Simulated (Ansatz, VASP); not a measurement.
One calculation of Na2GeO2, two programs

```
CELL_PARAMETERS angstrom
5.81111 0.00000 0.00000
0.00000 4.69149 0.00000
-2.80682 0.00000 5.92131
ATOMIC_POSITIONS crystal
Na 0.31631 0.75000 0.51134
Na 0.34754 0.25000 0.82506
Na 0.68369 0.25000 0.48866
Na 0.65246 0.75000 0.17494
Ge 0.99462 0.75000 0.87967
Ge 0.00538 0.25000 0.12033
O 0.74918 0.75000 0.59582
O 0.28939 0.75000 0.84954
O 0.25082 0.25000 0.40418
O 0.71061 0.25000 0.15046
```

Change from the starting cell: the structure that the rattled cell fell into.

Alike in both runs: task single point; functional PBE; k mesh 4 × 4 × 4; occupations gaussian, width 0.1 eV; no spin polarisation.

|  | VASP | Ansatz |
| --- | --- | --- |
| version | VASP 6.6.1 | Ansatz 0.2.0 |
| potentials or method | VASP PAW PBE potentials, release 64 (Na_pv, Ge_d, O) | scalar-relativistic, plane waves, PAW |
| plane-wave cutoff (eV) | 520 | 420 |
| valence electrons in the cell | 80 | 88 |

Ansatz gave:

```
gap on the k mesh at the Fermi level (eV)       : none
pressure (GPa)                                  : -0.3
largest component of the traceless stress (GPa) : 1.63
rms of the force components (eV/Å)              : 0.143
```

What did VASP give for the same quantities?

gap on the k mesh at the Fermi level (eV): none; pressure (GPa): -0.3; largest component of the traceless stress (GPa): 1.65; rms of the force components (eV/Å): 0.143.

Atom by atom the forces differ by 0.005 eV/Å (rms over components). A gap of «none» marks a metal or a gap that the smearing closes. The functional is the same, so the differences come from potentials, cutoffs and numerics. The two sets of potentials don't hold the same shells in valence.
